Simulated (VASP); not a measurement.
Given:

```
CELL_PARAMETERS angstrom
      0.00000     2.73300     2.69480
      2.79725     0.00000     2.69480
      2.79725     2.73300     0.00000
ATOMIC_POSITIONS crystal
  Ca 0.00000 0.00000 0.00000
  F  0.25000 0.25000 0.25000
  F  0.74212 0.75788 0.75788
```

Computed with PBE GGA, VASP's PBE PAW potentials (set 64) (plane waves; VASP). Run with 650 eV cut-off, 6×6×6 Γ-centred mesh, Gaussian smearing of 0.050 eV, potentials Ca_sv F.

Question: Which forces act on the atoms, in eV/Å?

Answer: 
```json
[
 {"atom": "Ca1", "Fx": "0.095", "Fy": "0.000", "Fz": "0.000"},
 {"atom": "F2", "Fx": "0.089", "Fy": "0.000", "Fz": "0.000"},
 {"atom": "F3", "Fx": "-0.184", "Fy": "0.000", "Fz": "0.000"}
]
```

Question: Give the stress tensor in GPa (positive for a compressed cell).

Answer: 
```
-0.95   0.00   0.00
 0.00   1.71   0.41
 0.00   0.41   3.33
```
The pressure is its mean diagonal, 1.36 GPa.

The compound is CaF2 in the fluorite structure. The cell was not relaxed at this level, atoms are displaced from their ideal sites. The run is one of a series of settings (ENCUT = 650 against the base run), some of them coarse on purpose.
